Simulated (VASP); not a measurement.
Calculation: PBE GGA, VASP's PBE PAW potentials (set 64) (plane waves; VASP).

The input files of a VASP run:

**POSCAR**
```
Pt
1
    0.0000000000     1.9829815258     1.9829815258
    1.9829815258    -0.0000000000     1.9829815258
    1.9829815258     1.9829815258     0.0000000000
Pt
1
Direct
  0.0000000000   0.0000000000   0.0000000000
```

### KPOINTS
```
Automatic mesh
0
Gamma
14 14 14
0 0 0
```

INCAR:
```
ALGO  =  Normal
EDIFF  =  1E-6
EDIFFG  =  -0.01
ENCUT  =  400
GGA  =  PE
IBRION  =  2
ISIF  =  3
ISMEAR  =  1
LASPH  =  .TRUE.
LCHARG  =  .FALSE.
LMAXMIX  =  6
LREAL  =  .FALSE.
LWAVE  =  .FALSE.
NELM  =  100
NSW  =  60
PREC  =  Accurate
SIGMA  =  0.1
SYSTEM  =  Pt
```

POTCAR, in this order: Pt (PBE.64 set). Program: vasp_std.

Output of the run:

### OUTCAR
```
 ion  position               nearest neighbor table
   1  0.000  0.000  0.000-
  LATTYP: Found a face centered cubic cell.
 ALAT       =     3.9659630516
 Subroutine PRICEL returns:
 Original cell was already a primitive cell.
 Subroutine GETGRP returns: Found 48 space group operations
The static configuration has the point symmetry O_h .
The dynamic configuration has the point symmetry O_h .
 Subroutine INISYM returns: Found 48 space group operations
 Subroutine IBZKPT returns following result:
 Found    104 irreducible k-points:

 Following reciprocal coordinates:
            Coordinates               Weight
  0.000000  0.000000  0.000000      1.000000
  0.071429  0.000000  0.000000      8.000000
  0.142857  0.000000  0.000000      8.000000
  0.214286  0.000000  0.000000      8.000000
  0.285714  0.000000  0.000000      8.000000
  0.357143  0.000000  0.000000      8.000000
  0.428571  0.000000  0.000000      8.000000
  0.500000  0.000000  0.000000      4.000000
  0.071429  0.071429  0.000000      6.000000
  0.142857  0.071429  0.000000     24.000000
...
```

OSZICAR:
```
       N       E                     dE             d eps       ncg     rms          rms(c)
DAV:   1     0.254653086555E+02    0.25465E+02   -0.46803E+03  2160   0.805E+02
DAV:   2    -0.622656025942E+01   -0.31692E+02   -0.30427E+02  1952   0.159E+02
DAV:   3    -0.648398160291E+01   -0.25742E+00   -0.25658E+00  2193   0.142E+01
DAV:   4    -0.648491296342E+01   -0.93136E-03   -0.93133E-03  2162   0.897E-01
DAV:   5    -0.648491898925E+01   -0.60258E-05   -0.60258E-05  2128   0.657E-02    0.117E+01
DAV:   6    -0.614414510473E+01    0.34077E+00   -0.93412E-01  1908   0.870E+00    0.617E+00
DAV:   7    -0.610815419403E+01    0.35991E-01   -0.14486E-01  2019   0.334E+00    0.247E+00
DAV:   8    -0.610492334017E+01    0.32309E-02   -0.41008E-03  2016   0.614E-01    0.459E-01
DAV:   9    -0.610480201670E+01    0.12132E-03   -0.46631E-05  1972   0.716E-02    0.189E-02
DAV:  10    -0.610480675281E+01   -0.47361E-05   -0.20082E-06  2139   0.139E-02    0.295E-03
DAV:  11    -0.610480679972E+01   -0.46907E-07   -0.44732E-08  1009   0.206E-03
   1 F= -.61048068E+01 E0= -.61049285E+01  d E =-.610481E+01
```

**OUTCAR**
```
------------------------ aborting loop because EDIFF is reached ----------------------------------------
  FORCE on cell =-STRESS in cart. coord.  units (eV):
  Direction    XX          YY          ZZ          XY          YZ          ZX
  --------------------------------------------------------------------------------------
  Total        0.0047634      0.0047634      0.0047634      0.0000000      0.0000000      0.0000000
  in kB        0.4893750      0.4893750      0.4893750      0.0000000      0.0000000      0.0000000
  external PRESSURE =       0.4893750 kB  Pullay stress =       0.0000000 kB
  volume of cell :       15.60
      direct lattice vectors                 reciprocal lattice vectors
     0.000000000  1.982981526  1.982981526    -0.252145566  0.252145566  0.252145566
     1.982981526  0.000000000  1.982981526     0.252145566 -0.252145566  0.252145566
     1.982981526  1.982981526  0.000000000     0.252145566  0.252145566 -0.252145566
 POSITION                                       TOTAL-FORCE (eV/Angst)
 -----------------------------------------------------------------------------------
      0.00000      0.00000      0.00000         0.000000      0.000000      0.000000
 -----------------------------------------------------------------------------------
    total drift:                                0.000000     -0.000000     -0.000000
  FREE ENERGIE OF THE ION-ELECTRON SYSTEM (eV)
  ---------------------------------------------------
  free  energy   TOTEN  =        -6.1048067997 eV

  energy  without entropy=       -6.1051718495  energy(sigma->0) =       -6.10492848

 reached required accuracy - stopping structural energy minimisation
```
(Selected blocks of OUTCAR.)

The compound is Pt in the fcc structure. It was relaxed first. The start is the result of an earlier pass.
